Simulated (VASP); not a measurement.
Computed with PBEsol GGA, VASP's PBE PAW potentials (set 64) (plane waves; VASP).

Input for VASP

**POSCAR**
```
Tb
1
    1.8000000000    -3.1176910000     0.0000000000
    1.8000000000     3.1176910000     0.0000000000
    0.0000000000     0.0000000000     5.6900000000
Tb
2
Direct
  0.3333330000   0.6666670000   0.2500000000
  0.6666670000   0.3333330000   0.7500000000
```

**KPOINTS**
```
Regular mesh
0
G
11 11 6
```

**INCAR**
```
SYSTEM=Tb
PREC=Accurate; ENCUT=520; LREAL=.FALSE.
LASPH=.TRUE.
EDIFF=1E-6; NELM=100; ALGO=Normal
LMAXMIX=6
ISMEAR=1; SIGMA=0.1
GGA=PS
IBRION=2; NSW=60; ISIF=3
EDIFFG=-0.01
LWAVE=.FALSE.; LCHARG=.FALSE.
```

POTCAR, in this order: Tb_3 (PBE.64 set). Program: vasp_std.

The resulting files:

File OUTCAR:
```
 ion  position               nearest neighbor table
   1  0.333  0.667  0.250-   2 3.52   2 3.52   2 3.52   2 3.52   2 3.52   2 3.52
   2  0.667  0.333  0.750-   1 3.52   1 3.52   1 3.52   1 3.52   1 3.52   1 3.52
  LATTYP: Found a hexagonal cell.
 ALAT       =     3.5999996072
 C/A-ratio  =     1.5805557280
 Subroutine PRICEL returns:
 Original cell was already a primitive cell.
 Subroutine GETGRP returns: Found 24 space group operations
The static configuration has the point symmetry D_3d.
 The point group associated with its full space group is D_6h.
The dynamic configuration has the point symmetry D_3d.
 Subroutine INISYM returns: Found 24 space group operations
 Subroutine IBZKPT returns following result:
 Found     64 irreducible k-points:

 Following reciprocal coordinates:
            Coordinates               Weight
  0.000000  0.000000  0.000000      1.000000
  0.090909 -0.000000  0.000000      6.000000
  0.181818  0.000000  0.000000      6.000000
  0.272727 -0.000000  0.000000      6.000000
  0.363636 -0.000000  0.000000      6.000000
  0.454545  0.000000  0.000000      6.000000
  0.090909  0.090909  0.000000      6.000000
  0.181818  0.090909  0.000000     12.000000
  0.272727  0.090909  0.000000     12.000000
  0.363636  0.090909  0.000000     12.000000
  0.454545  0.090909  0.000000      6.000000
  0.181818  0.181818  0.000000      6.000000
  0.272727  0.181818  0.000000     12.000000
  0.363636  0.181818  0.000000     12.000000
  0.272727  0.272727  0.000000      6.000000
  0.363636  0.272727  0.000000      6.000000
  0.000000  0.000000  0.166667      2.000000
  0.090909 -0.000000  0.166667     12.000000
  0.181818  0.000000  0.166667     12.000000
  0.272727 -0.000000  0.166667     12.000000
  0.363636 -0.000000  0.166667     12.000000
  0.454545  0.000000  0.166667     12.000000
...
```

**OSZICAR**
```
       N       E                     dE             d eps       ncg     rms          rms(c)
DAV:   1     0.412062454277E+02    0.41206E+02   -0.89207E+03  1664   0.123E+03
DAV:   2    -0.780295886811E+01   -0.49009E+02   -0.47979E+02  1799   0.258E+02
DAV:   3    -0.992433972790E+01   -0.21214E+01   -0.19474E+01  2289   0.310E+01
DAV:   4    -0.997205297491E+01   -0.47713E-01   -0.46782E-01  1890   0.461E+00
DAV:   5    -0.997325636083E+01   -0.12034E-02   -0.12027E-02  2357   0.601E-01    0.235E+01
DAV:   6    -0.996532906554E+01    0.79273E-02   -0.25519E-02  1976   0.129E+00    0.140E+01
DAV:   7    -0.997009738729E+01   -0.47683E-02   -0.44867E-02  1971   0.172E+00    0.223E-01
DAV:   8    -0.996964413912E+01    0.45325E-03   -0.25553E-03  1904   0.408E-01    0.553E-02
DAV:   9    -0.996964032240E+01    0.38167E-05   -0.22653E-04  2049   0.120E-01    0.306E-02
DAV:  10    -0.996963589832E+01    0.44241E-05   -0.30616E-05  1904   0.410E-02    0.355E-02
DAV:  11    -0.996963577312E+01    0.12520E-06   -0.39323E-06  1834   0.152E-02
   1 F= -.99696358E+01 E0= -.99698253E+01  d E =-.996964E+01
       N       E                     dE             d eps       ncg     rms          rms(c)
DAV:   1    -0.101771696304E+02   -0.20753E+00   -0.38677E+00  1664   0.158E+01    0.233E+00
DAV:   2    -0.100443098322E+02    0.13286E+00   -0.27099E-01  1689   0.456E+00    0.113E+00
DAV:   3    -0.998666112878E+01    0.57649E-01   -0.15740E-01  1769   0.318E+00    0.454E-01
DAV:   4    -0.998698354099E+01   -0.32241E-03   -0.74141E-03  1974   0.756E-01    0.357E-01
DAV:   5    -0.998692356243E+01    0.59979E-04   -0.10053E-03  1689   0.218E-01    0.352E-02
DAV:   6    -0.998691866074E+01    0.49017E-05   -0.67096E-05  2058   0.642E-02    0.234E-02
DAV:   7    -0.998691474601E+01    0.39147E-05   -0.63339E-06  1894   0.227E-02    0.398E-03
DAV:   8    -0.998691482064E+01   -0.74634E-07   -0.17445E-07   932   0.387E-03
   2 F= -.99869148E+01 E0= -.99868114E+01  d E =-.172790E-01
       N       E                     dE             d eps       ncg     rms          rms(c)
DAV:   1    -0.999149198230E+01   -0.45772E-02   -0.82398E-02  1664   0.233E+00    0.347E-01
DAV:   2    -0.998869842460E+01    0.27936E-02   -0.57967E-03  1694   0.665E-01    0.164E-01
DAV:   3    -0.998747527568E+01    0.12231E-02   -0.30740E-03  1814   0.439E-01    0.622E-02
DAV:   4    -0.998747154504E+01    0.37306E-05   -0.17544E-04  1974   0.116E-01    0.479E-02
DAV:   5    -0.998746619166E+01    0.53534E-05   -0.21148E-05  1709   0.315E-02    0.615E-03
DAV:   6    -0.998746574412E+01    0.44754E-06   -0.15030E-06  1127   0.101E-02
   3 F= -.99874657E+01 E0= -.99874148E+01  d E =-.178300E-01
       N       E                     dE             d eps       ncg     rms          rms(c)
DAV:   1    -0.998751661298E+01   -0.50421E-04   -0.11186E-03  1664   0.271E-01    0.412E-02
DAV:   2    -0.998747807361E+01    0.38539E-04   -0.79065E-05  1694   0.775E-02    0.195E-02
DAV:   3    -0.998746113496E+01    0.16939E-04   -0.43068E-05  1819   0.520E-02    0.735E-03
DAV:   4    -0.998746087091E+01    0.26406E-06   -0.23224E-06  1341   0.136E-02
   4 F= -.99874609E+01 E0= -.99874158E+01  d E =-.178251E-01
       N       E                     dE             d eps       ncg     rms          rms(c)
DAV:   1    -0.998779021515E+01   -0.32908E-03   -0.11094E-02  1674   0.781E-01    0.683E-02
DAV:   2    -0.998763558833E+01    0.15463E-03   -0.19895E-04  1909   0.122E-01    0.415E-02
DAV:   3    -0.998756889781E+01    0.66691E-04   -0.83290E-05  2058   0.717E-02    0.208E-02
DAV:   4    -0.998756804935E+01    0.84846E-06   -0.13792E-05  2095   0.279E-02    0.104E-02
DAV:   5    -0.998756793154E+01    0.11781E-06   -0.28757E-07   872   0.452E-03
   5 F= -.99875679E+01 E0= -.99875455E+01  d E =-.107061E-03
       N       E                     dE             d eps       ncg     rms          rms(c)
DAV:   1    -0.998811159672E+01   -0.54355E-03   -0.24784E-02  1674   0.117E+00    0.102E-01
DAV:   2    -0.998776892131E+01    0.34268E-03   -0.44122E-04  1919   0.182E-01    0.616E-02
DAV:   3    -0.998762111732E+01    0.14780E-03   -0.18456E-04  2053   0.107E-01    0.307E-02
DAV:   4    -0.998761927997E+01    0.18374E-05   -0.30782E-05  2133   0.418E-02    0.153E-02
DAV:   5    -0.998761912900E+01    0.15097E-06   -0.63282E-07   887   0.667E-03
   6 F= -.99876191E+01 E0= -.99876226E+01  d E =-.158258E-03
```

**OUTCAR**
```
------------------------ aborting loop because EDIFF is reached ----------------------------------------
  FORCE on cell =-STRESS in cart. coord.  units (eV):
  Direction    XX          YY          ZZ          XY          YZ          ZX
  --------------------------------------------------------------------------------------
  Total       -0.0122392     -0.0122392     -0.0109176      0.0000000     -0.0000000      0.0000000
  in kB       -0.3209878     -0.3209877     -0.2863274      0.0000000     -0.0000000      0.0000000
  external PRESSURE =      -0.3094343 kB  Pullay stress =       0.0000000 kB
  volume of cell :       61.09
      direct lattice vectors                 reciprocal lattice vectors
     1.780126527 -3.083269151  0.000000000     0.280878911 -0.162165538 -0.000000000
     1.780126527  3.083269151  0.000000000     0.280878911  0.162165538  0.000000000
     0.000000000 -0.000000000  5.565227681    -0.000000000  0.000000000  0.179687168
 POSITION                                       TOTAL-FORCE (eV/Angst)
 -----------------------------------------------------------------------------------
      1.78013      1.02776      1.39131        -0.000000      0.000000      0.000000
      1.78013     -1.02776      4.17392         0.000000     -0.000000      0.000000
 -----------------------------------------------------------------------------------
    total drift:                                0.000003      0.000105     -0.000011
  FREE ENERGIE OF THE ION-ELECTRON SYSTEM (eV)
  ---------------------------------------------------
  free  energy   TOTEN  =        -9.9876191290 eV

  energy  without entropy=       -9.9876293944  energy(sigma->0) =       -9.98762255

 reached required accuracy - stopping structural energy minimisation
```
(Selected blocks of OUTCAR.)

File CONTCAR:
```
Tb
   1.00000000000000
     1.7801265273843563   -3.0832691507902639    0.0000000000000000
     1.7801265273843563    3.0832691507902639    0.0000000000000000
     0.0000000000000000   -0.0000000000000000    5.5652276810832779
  Tb
     2
Direct
     0.3333330000000032    0.6666669999999968    0.2500000000000000
     0.6666669999999968    0.3333330000000032    0.7500000000000000
```

The 4f electrons are frozen in the core of the lanthanide potential, so 4f levels, which can set the real gap, and their magnetism are missing. Energy and stress use the plane-wave basis of the starting cell.

The compound is Tb in the hcp structure. This run relaxes it. Symmetry was kept, so distortions that lower it aren't found.
